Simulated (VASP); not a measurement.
Computed with PBEsol GGA, VASP's PBE PAW potentials (set 64) (plane waves; VASP).

The input files of a VASP run:

File KPOINTS:
```
K-points
0
Gamma
12 12 1
0 0 0
```

**POSCAR**
```
Bi2Se3 monolayer
1.0
  4.1248427806   0.0000000000   0.0000000000
 -2.0624213902   3.5722184652   0.0000000000
  0.0000000000   0.0000000000  22.9683554615
Bi Se
2 3
Cartesian
 -0.0000020624   2.3814801675   9.5582756611
  0.0000000000   0.0000000000  13.4100798004
  0.0000000000   0.0000000000   7.9973855802
  2.0624234528   1.1907382977  11.4841777307
 -0.0000020624   2.3814801675  14.9709698813
```

**INCAR**
```
SYSTEM = Bi2Se3 monolayer
PREC = Normal; ENCUT = 400; LREAL = F
LASPH = T
EDIFF = 1E-6; NELM = 100; NELMIN = 4
ALGO = Normal; LMAXMIX = 4
ISMEAR = 0; SIGMA = 0.05
GGA = PS
LWAVE = F; LCHARG = F; LORBIT = 11
LVHAR = T
```

POTCAR, in this order: Bi_d Se (PBE.64 set). Program: vasp_std. Read from the step before: WAVECAR.

### Question
Predict the energy per atom (σ→0).

### Answer

```json
{
 "energy per atom (σ→0)": "-4.391 eV/atom"
}
```

**OSZICAR**
```
       N       E                     dE             d eps       ncg     rms          rms(c)
DAV:   1    -0.219526795796E+02   -0.21953E+02   -0.11905E-03  1084   0.472E-01    0.327E-03
DAV:   2    -0.219526787787E+02    0.80087E-06   -0.23327E-06   948   0.134E-02    0.121E-03
DAV:   3    -0.219526785353E+02    0.24334E-06   -0.70703E-07   664   0.623E-03    0.835E-04
DAV:   4    -0.219526784626E+02    0.72685E-07   -0.21667E-07   628   0.373E-03
   1 F= -.21952678E+02 E0= -.21952678E+02  d E =-.115714E-12
```

The cell is a sheet with vacuum, built from Bi2Se3 (tetradymite).
